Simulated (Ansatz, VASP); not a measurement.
# Cross-check of Si2W between VASP and Ansatz, part 2 of 2

Aim: how closely do two programs agree when they are given the same cell, functional and k mesh? The structure shown is the end of the Ansatz relaxation below.

VASP 6.6.1 and Ansatz 0.2.0.

So far: The structure; Ansatz: relaxation, PBEsol; VASP: single point, PBEsol, pair 1; Side by side.

**6. VASP: single point, PBEsol, pair 2**

Level of this step: PBEsol; plane waves and PAW (W, Si) (VASP).

The same cell, functional, mesh and smearing now go to VASP, with its own data sets.

Input file INCAR:

```
SYSTEM = Si2W
PREC = Accurate
ENCUT = 600
EDIFF = 1E-06
NELM = 120
ISMEAR = -1
SIGMA = 0.05
LREAL = .FALSE.
ALGO = Normal
GGA = PS
NBANDS = 20
LASPH = .TRUE.
LORBIT = 11
LWAVE = .FALSE.
LCHARG = .FALSE.
ISIF = 2
GGA_COMPAT = .FALSE.
KPAR = 2
```

Input file POSCAR:

```
Si2W
1.0
    3.1708175400      0.0000000000      0.0000000000
    0.0000000000      3.1708175400      0.0000000000
    0.0000000000      0.0000000000      7.8455848814
W Si
2 4
Direct
    0.0000000000      0.0000000000      0.0000000000
    0.5000000000      0.5000000000      0.5000000000
    0.0000000000      0.0000000000      0.3343429082
    0.0000000000      0.0000000000      0.6656570918
    0.5000000000      0.5000000000      0.8343429082
    0.5000000000      0.5000000000      0.1656570918
```

Input file KPOINTS:

```
Automatic mesh
0
Gamma
14 14 6
0 0 0
```

The projector-augmented-wave data sets are W and Si (PBE family, release 64).

Command:

```
$ mpirun -np 2 vasp_std
```

Numbers of over 12 decimals in the logs are rounded to 6 here.

The log of the run:

```text
[banner, memory and clock lines left out]
running    2 mpi-ranks, on    1 nodes
[...]
[... a notice as in an earlier step ...]

 LDA part: xc-table for (Slater+PW92), standard interpolation
 POSCAR, INCAR and KPOINTS ok, starting setup
[...]
entering main loop
       N       E                     dE             d eps       ncg     rms          rms(c)
DAV:   1     0.905099628779E+02    0.90510E+02   -0.13310E+04  5768   0.139E+03
DAV:   2    -0.459969264179E+02   -0.13651E+03   -0.13002E+03  6984   0.276E+02
DAV:   3    -0.549739261560E+02   -0.89770E+01   -0.86648E+01  8208   0.547E+01
DAV:   4    -0.551605855217E+02   -0.18666E+00   -0.18533E+00  7892   0.756E+00
[...]
DAV:  10    -0.534240310709E+02    0.58828E-04   -0.11859E-03  7768   0.194E-01    0.849E-02
DAV:  11    -0.534239714368E+02    0.59634E-04   -0.23345E-04  7788   0.848E-02    0.263E-02
DAV:  12    -0.534239723937E+02   -0.95683E-06   -0.87750E-06  7640   0.178E-02
   1 F= -.53423972E+02 E0= -.53421249E+02  d E =-.544756E-02
```

Parts of OUTCAR (step 6):

```text
  Total        2.6540490      2.6540490     -0.0971650      0.0000000     -0.0000000      0.0000000
  in kB       53.9078103     53.9078103     -1.9735711      0.0000000     -0.0000000      0.0000000
  external PRESSURE =      35.2806832 kB  Pullay stress =       0.0000000 kB

 POSITION                                       TOTAL-FORCE (eV/Angst)
 -----------------------------------------------------------------------------------
      0.00000      0.00000      0.00000        -0.000000     -0.000000      0.000000
      1.58541      1.58541      3.92279        -0.000000     -0.000000      0.000000
      0.00000      0.00000      2.62312        -0.000000     -0.000000     -0.001705
      0.00000      0.00000      5.22247         0.000000      0.000000      0.001705
      1.58541      1.58541      6.54591         0.000000      0.000000     -0.001705
      1.58541      1.58541      1.29968        -0.000000      0.000000      0.001705
 -----------------------------------------------------------------------------------
    total drift:                               -0.000000      0.000000      0.000000

  FREE ENERGIE OF THE ION-ELECTRON SYSTEM (eV)
  ---------------------------------------------------
  free  energy   TOTEN  =       -53.4239723937 eV

  energy  without entropy=      -53.4185248294  energy(sigma->0) =      -53.42124861

[... 1 part as in an earlier step ...]

[... 2 further parts left out ...]
[key lines of the parts left out:]
E-fermi :  10.8261
```

The run ends at a pressure of 3.53 GPa, with forces up to 0.0017 eV/Å.

**7. Differences**

What differs besides the data sets and the points named for the pairs above, as far as they apply: the data sets hold 44 valence electrons in Ansatz (on its PAW soft_1 files) and 28 in VASP. Total energies have different zeros and are not compared.

Both answers:

| quantity | Ansatz | VASP | difference |
| --- | --- | --- | --- |
| pressure (GPa) | 3.71 | 3.53 | +0.18 |

The largest component of a force difference here is 3 meV/Å.

**8. Ansatz: relaxation, PBEsol**

This run makes the geometry at which the two programs are then compared. The cell compared in this pair holds 81.52 Å³, against 78.88 Å³ for the pair before.

The structure compared here is the end of the Ansatz relaxation.

Input file input.yaml:

```yaml
crystal:
  lattice:
    - [3.23487446, 0.0, 0.0]
    - [0.0, 3.23487446, 0.0]
    - [0.0, 0.0, 7.769275962]
  atoms:
    - { symbol: W, position: [0.0, 0.0, 0.0] }
    - { symbol: W, position: [0.5, 0.5, 0.5] }
    - { symbol: Si, position: [0.0, 0.0, 0.3345475] }
    - { symbol: Si, position: [0.0, 0.0, 0.6654525] }
    - { symbol: Si, position: [0.5, 0.5, 0.8345475] }
    - { symbol: Si, position: [0.5, 0.5, 0.1654525] }
kpoints:
  mp_grid: { grid: [14, 14, 6] }
scf:
  occupations: { method: fermi_dirac, width: 0.05 }
hamiltonian:
  xc: pbesol
  pseudopotentials: { kind: paw, azcp: { folder: soft_1 }, xc_functional: pbe }
basis:
  ecutwfc: 600
output:
  forces: true
  stress: true
relax:
  f_tol: 0.005
  max_steps: 70
  cell: { stress_tol: 0.02, p_target: 0, fix: [a, b, alpha, beta, gamma] }
```

Command:

```
$ ansatz run input.yaml --threads 4 --pin off --max-ram 10240MiB --backend cpu --events-out ev --progress --plain --runs-dir out
```

The log of the run:

```text
[...]
Crystal: 6 atoms, lattice volume = 81.301 Å³
Basis set: ecut = 600 eV, 2727 PW (Γ), exchange–correlation on 54×54×128 points (8 copies of the dense FFT grid, shifted against one another)
Bands: 28, of which v1, the nominal top of the filled ones, is band 22 counted from 1 (21 counted from 0)
Symmetry: 32 space group operations
[...]
k-points: 144 of 1176
[...]
cell:  # Å, volume = 81.5160 Å³
    - [3.23487446, 0, 0.0]
    - [0, 3.23487446, 0.0]
    - [0.0, 0.0, 7.789832]
  atoms:
    - { symbol: W, position: [0, 0, 0] }
    - { symbol: W, position: [0.500000, 0.500000, 0.500000] }
    - { symbol: Si, position: [0, 0, 0.334724] }
    - { symbol: Si, position: [0, 0, 0.665276] }
    - { symbol: Si, position: [0.500000, 0.500000, 0.834724] }
    - { symbol: Si, position: [0.500000, 0.500000, 0.165276] }
[key lines of the parts left out:]
SCF converged after 4 iterations
Free energy (F): -23003.801406 eV
Fermi energy:    16.404189 eV
P = ⅓ Tr σ = -3.4252 GPa (-34.252 kbar)
```

**9. VASP: single point, PBEsol, pair 3**

The same cell, functional, mesh and smearing now go to VASP, with its own data sets.

INCAR is that of step 6.

Input file POSCAR:

```
Si2W
1.0
    3.2348744600      0.0000000000      0.0000000000
    0.0000000000      3.2348744600      0.0000000000
    0.0000000000      0.0000000000      7.7898319456
W Si
2 4
Direct
    0.0000000000      0.0000000000      0.0000000000
    0.5000000000      0.5000000000      0.5000000000
    0.0000000000      0.0000000000      0.3347237427
    0.0000000000      0.0000000000      0.6652762573
    0.5000000000      0.5000000000      0.8347237427
    0.5000000000      0.5000000000      0.1652762573
```

KPOINTS is that of step 6.

Command:

```
$ mpirun -np 2 vasp_std
```

The log of the run:

```text
[... set-up lines as in an earlier step ...]
 entering main loop
       N       E                     dE             d eps       ncg     rms          rms(c)
DAV:   1     0.880298609099E+02    0.88030E+02   -0.13163E+04  5760   0.138E+03
DAV:   2    -0.455319953951E+02   -0.13356E+03   -0.12669E+03  6988   0.271E+02
DAV:   3    -0.550427160969E+02   -0.95107E+01   -0.91479E+01  8240   0.549E+01
DAV:   4    -0.552444016328E+02   -0.20169E+00   -0.20029E+00  7932   0.789E+00
[...]
DAV:  10    -0.534212897411E+02    0.56751E-04   -0.11834E-03  7784   0.188E-01    0.584E-02
DAV:  11    -0.534212358584E+02    0.53883E-04   -0.21429E-04  7848   0.822E-02    0.206E-02
DAV:  12    -0.534212359443E+02   -0.85875E-07   -0.84533E-06  7508   0.177E-02
   1 F= -.53421236E+02 E0= -.53418885E+02  d E =-.470146E-02
```

Parts of OUTCAR (step 9):

```text
  Total       -2.7793812     -2.7793812     -0.1640598      0.0000000      0.0000000     -0.0000000
  in kB      -54.6280562    -54.6280562     -3.2245542      0.0000000      0.0000000     -0.0000000
  external PRESSURE =     -37.4935555 kB  Pullay stress =       0.0000000 kB

 POSITION                                       TOTAL-FORCE (eV/Angst)
 -----------------------------------------------------------------------------------
      0.00000      0.00000      0.00000         0.000000      0.000000     -0.000000
      1.61744      1.61744      3.89492        -0.000000     -0.000000     -0.000000
      0.00000      0.00000      2.60744        -0.000000      0.000000      0.009442
      0.00000      0.00000      5.18239         0.000000     -0.000000     -0.009442
      1.61744      1.61744      6.50236         0.000000     -0.000000      0.009442
      1.61744      1.61744      1.28747        -0.000000     -0.000000     -0.009442
 -----------------------------------------------------------------------------------
    total drift:                               -0.000000      0.000000     -0.000000

  FREE ENERGIE OF THE ION-ELECTRON SYSTEM (eV)
  ---------------------------------------------------
  free  energy   TOTEN  =       -53.4212359443 eV

  energy  without entropy=      -53.4165344805  energy(sigma->0) =      -53.41888521

[... 1 part as in an earlier step ...]

[... 2 further parts left out ...]
[key lines of the parts left out:]
E-fermi :  10.3401
```

The run ends at a pressure of -3.75 GPa, with forces up to 0.0094 eV/Å.

**10. Differences**

What differs besides the data sets and the points named for the pairs above, as far as they apply: the data sets hold 44 valence electrons in Ansatz (on its PAW soft_1 files) and 28 in VASP. Total energies have different zeros and are not compared.

The two programs side by side:

| quantity | Ansatz | VASP | difference |
| --- | --- | --- | --- |
| pressure (GPa) | -3.43 | -3.75 | +0.32 |

The largest component of a force difference here is 5 meV/Å.

**11. What came out**

- difference in pressure (single point, PBEsol, pair 1): -0.0097 GPa
- difference in pressure (single point, PBEsol, pair 2): 0.18 GPa
- difference in pressure (single point, PBEsol, pair 3): 0.32 GPa

**Reading.** The difference in pressure is 0.32 GPa (single point, PBEsol, pair 3), within the 1 GPa picked in this series as the mark of a large difference. The data sets hold unlike numbers of valence electrons (44 in Ansatz and 28 in VASP), so part of the differences may come from the potentials. 3 further pairs of this series are not shown here. How closely two codes agree says nothing of how well the functional describes the real material.

[Lines on the potential files, build, host, timing and source positions are cut from VASP's logs without a mark.]

[Logs are printed without paths, hosts, clocks, repeated set-up lines and the standing remarks that a program may print on its own settings, such as how far it seeks lower states.]

[Hosts, paths, dates, database ids (printed as entryN), source tags and the programs' standing remarks are cut or masked in the printed files.]
